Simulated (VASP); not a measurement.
Wanted: the native input for a VASP 6.6.1 run.

| Item | Value |
| --- | --- |
| Task | density of states |
| Functional | PBE |
| Potentials or basis | VASP PAW PBE potentials, release 64 (Hf_pv, Sn_d, S) |
| Cutoff | 520 eV |
| k mesh | 10 × 10 × 2 |
| Occupations | gaussian, width 0.1 eV |
| Spin | no spin polarisation |
| k mesh for the DOS | 15 × 15 × 3 |
| Occupations for the DOS | tetrahedron |
| Further INCAR settings | ALGO = Normal; EDIFF = 1e-07; NBANDS = 44 |

Crystal: Hf3SnS4.

```xyz
8
Lattice="3.6113 0.0000 0.0000 -1.8056 3.1275 0.0000 0.0000 0.0000 17.4954" Properties=species:S:1:pos:R:3 pbc="T T T"
Hf    1.8056    1.0425    0.0126
Hf    0.0000    2.0850    6.5352
Hf    0.0000    2.0850   10.9457
Sn    0.0000    0.0000    8.7407
S     0.0000    0.0000   16.0461
S     0.0000    2.0850    1.4729
S     1.8056    1.0425    5.1545
S     1.8056    1.0425   12.3268
```

The cell was built by a generator and needn't be a form met in nature.

These files were run (other wordings do the same):

POSCAR

```
Hf3SnS4
1.0
    3.6112710000      0.0000000000      0.0000000000
   -1.8056350000      3.1274520000      0.0000000000
    0.0000000000      0.0000000000     17.4954300000
Hf Sn S
3 1 4
Direct
    0.6666670000      0.3333330000      0.0007190000
    0.3333330000      0.6666670000      0.3735390000
    0.3333330000      0.6666670000      0.6256300000
    0.0000000000      0.0000000000      0.4996010000
    0.0000000000      0.0000000000      0.9171600000
    0.3333330000      0.6666670000      0.0841890000
    0.6666670000      0.3333330000      0.2946190000
    0.6666670000      0.3333330000      0.7045710000
```

INCAR.step1

```
PREC = Accurate
ENCUT = 520
EDIFF = 1E-7
ISMEAR = 0
SIGMA = 0.1
LREAL = False
LASPH = True
NELM = 60
ALGO = Normal
ISIF = 2
LWAVE = False
LCHARG = True
LMAXMIX = 4
GGA = PE
NBANDS = 44
KPAR = 4
```

KPOINTS.step1

```
Automatic mesh
0
Gamma
  10 10 2
```

INCAR.step2

```
PREC = Accurate
ENCUT = 520
EDIFF = 1E-7
ISMEAR = -5
SIGMA = 0.1
LREAL = False
LASPH = True
NELM = 60
ALGO = Normal
ISIF = 2
LWAVE = False
LCHARG = False
LMAXMIX = 4
GGA = PE
LORBIT = 10
NBANDS = 44
KPAR = 4
NEDOS = 1001
ICHARG = 11
```

KPOINTS.step2

```
Automatic mesh
0
Gamma
  15 15 3
```

Potentials or basis: VASP PAW PBE potentials, release 64 (Hf_pv, Sn_d, S).

Command:

```console
$ cat potpaw_PBE.64/Hf_pv/POTCAR potpaw_PBE.64/Sn_d/POTCAR potpaw_PBE.64/S/POTCAR > POTCAR
$ cp INCAR.step1 INCAR
$ cp KPOINTS.step1 KPOINTS
$ mpirun -np 4 vasp_std > vasp.out
$ cp INCAR.step2 INCAR
$ cp KPOINTS.step2 KPOINTS
$ mpirun -np 4 vasp_std > vasp.out
```

Results of the run:

```
Valence electrons inside the program's atomic spheres : Hf 8.27; Sn 12.41; S 3.77, 3.76
```

Wall time 4.3 min on 4 MPI ranks on AMD EPYC 7R13 Processor (Zen 3), on a shared host, peak memory 0.65 GiB a rank.
